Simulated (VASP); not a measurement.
Given:

```yaml
crystal:
  lattice:
    - [1.40623, -2.43566, 0.00000]
    - [1.40623, 2.43566, 0.00000]
    - [0.00000, 0.00000, 4.50712]
  atoms:
    - { symbol: Tc, position: [0.33333, 0.66667, 0.25000] }
    - { symbol: Tc, position: [0.66667, 0.33333, 0.75000] }
```

Computed with vdW-DF2, VASP's PBE PAW potentials (set 64) (plane waves; VASP). Run with 520 eV cut-off, Gaussian smearing of 0.050 eV, potentials Tc_pv.

Task: Give the energies of bands 7 to 16 at the high-symmetry points, in eV from the Fermi level.

Result: 
| band | Γ | M | K | A | L | H |
|---|---|---|---|---|---|---|
| 7 | -6.80 | -4.76 | -4.19 | -4.97 | -4.74 | -3.42 |
| 8 | -4.88 | -4.18 | -3.05 | -4.97 | -4.74 | -3.42 |
| 9 | -1.38 | -4.15 | -3.05 | -1.67 | -3.27 | -2.88 |
| 10 | -1.38 | -1.70 | -2.57 | -1.67 | -3.27 | -2.88 |
| 11 | -1.32 | -1.02 | -1.68 | -1.50 | 0.11 | -1.58 |
| 12 | -0.76 | -0.79 | -1.68 | -1.50 | 0.11 | -1.58 |
| 13 | -0.76 | -0.47 | -0.05 | -1.50 | 1.35 | -0.09 |
| 14 | -0.14 | 2.53 | 2.01 | -1.50 | 1.35 | -0.09 |
| 15 | -0.14 | 2.88 | 2.01 | 1.60 | 2.75 | 2.28 |
| 16 | 1.74 | 2.90 | 2.36 | 1.60 | 2.75 | 2.28 |

It has no gap at this level: it comes out as a metal or semimetal.

The compound is Tc in the hcp structure. It was relaxed first, which changed the volume by +8 %.
